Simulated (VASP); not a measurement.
Wanted: the native input for a VASP 6.6.1 run.

* Task: relaxation of cell and atoms
* Functional: PBE
* Potentials or basis: VASP PAW PBE potentials, release 64 (Ru_pv)
* Cutoff: 700 eV
* k mesh: 18 × 18 × 10
* Occupations: gaussian, width 0.1 eV
* Spin: no spin polarisation
* Further INCAR settings: ALGO = Normal; EDIFF = 1e-07; IBRION = 2; EDIFFG = -0.002; NSW = 80; ISIF = 3

The structure of Ru lies in POSCAR:

```
Ru                                      
1.0
    2.7198926356      0.0000000000     -0.0000000000
   -1.3599463178      2.3554961205      0.0000000000
   -0.0000000000     -0.0000000000      4.2966718460
  Ru            
     2
Direct
     0.3333333300000021    0.6666666699999979    0.2500000000000000
     0.6666666699999979    0.3333333300000021    0.7500000000000000
```

One way to write it, as run:

INCAR

```
ALGO = Normal ; EDIFF = 1E-7
EDIFFG = -0.002 ; ENCUT = 700
GGA = PE ; IBRION = 2
ISIF = 3 ; ISMEAR = 0
LASPH = True ; LCHARG = False
LREAL = False ; LWAVE = False
NELM = 100 ; NSW = 80
PREC = Accurate ; SIGMA = 0.1
```

KPOINTS

```
k-points
0
Gamma
  18 18 10
```

Potentials or basis: VASP PAW PBE potentials, release 64 (Ru_pv).

Launch:

```sh
$ cat potpaw_PBE.64/Ru_pv/POTCAR > POTCAR
$ mpirun -np 1 vasp_std > vasp.out
```

Results of the run:

- Energy gained by relaxing: 0.0 meV/atom
- Ionic steps: 3
- Pressure after relaxing: 0.0 GPa
- Band gap on the k mesh: none (metal or under the smearing width)

It took 2.2 min on 1 thread of Intel(R) Xeon(R) Platinum 8375C CPU @ 2.90GHz (Ice Lake), with other jobs on the host, peak memory 0.27 GiB.
